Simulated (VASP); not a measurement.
An input for Ansatz (written as the equivalent of a VASP run, and not itself run):

Ansatz 0.2 input:
```yaml
crystal:
  lattice:
    - [0.0000000, 2.8636343, 2.8636343]
    - [2.8636343, 0.0000000, 2.8636343]
    - [2.8636343, 2.8636343, 0.0000000]
  atoms:
    - { symbol: Li, position: [0.2500000, 0.2500000, 0.2500000] }
    - { symbol: Li, position: [0.7500000, 0.7500000, 0.7500000] }
    - { symbol: Se, position: [0.0000000, 0.0000000, 0.0000000] }
kpoints:
  mp_grid: { grid: [7, 7, 7] }
hamiltonian:
  xc: pbesol
  pseudopotentials: { kind: paw }
scf:
  occupations: { method: gaussian, width: 0.05 }
  max_iter: 100
relax:
  max_steps: 40
  f_tol: 0.02
  cell: { p_target: 5 }
output: { forces: true, stress: true, eigenvalues: true }
```

Translate this input to VASP (INCAR, KPOINTS, POSCAR, choice of POTCAR).

This is not unique; one that fits is 
**INCAR**
```
SYSTEM = Li2Se
PREC = Accurate
ENCUT = 620
EDIFF = 1E-6
NELM = 100
ALGO = Normal
LREAL = .FALSE.
LASPH = .TRUE.
ISMEAR = 0
SIGMA = 0.05
GGA = PS
LMAXMIX = 4
LWAVE = .FALSE.
LCHARG = .FALSE.
IBRION = 2
ISIF = 3
NSW = 40
EDIFFG = -0.02
PSTRESS = 50
```

File KPOINTS:
```
K-points
0
Gamma
 7 7 7
```

### POSCAR
```
Li2Se
1.0
  0.0000000000   2.8636343331   2.8636343331
  2.8636343331   0.0000000000   2.8636343331
  2.8636343331   2.8636343331   0.0000000000
Li Se
2 1
Cart
  1.4318171665   1.4318171665   1.4318171665
  4.2954514996   4.2954514996   4.2954514996
  0.0000000000   0.0000000000   0.0000000000
```

POTCAR, in this order: Li_sv Se (PBE.64 set). Program: vasp_std.

What does not carry over: each code has its own PAW files, so the cut-off isn't converted (ENCUT is set for VASP's; basis.ecutwfc is left out, and Ansatz then takes the one that its files recommend); Ansatz stops its SCF on the density residual and VASP on the energy change (EDIFF).

The compound is Li2Se in the antifluorite structure. It was relaxed first under an external pressure of 5 GPa.
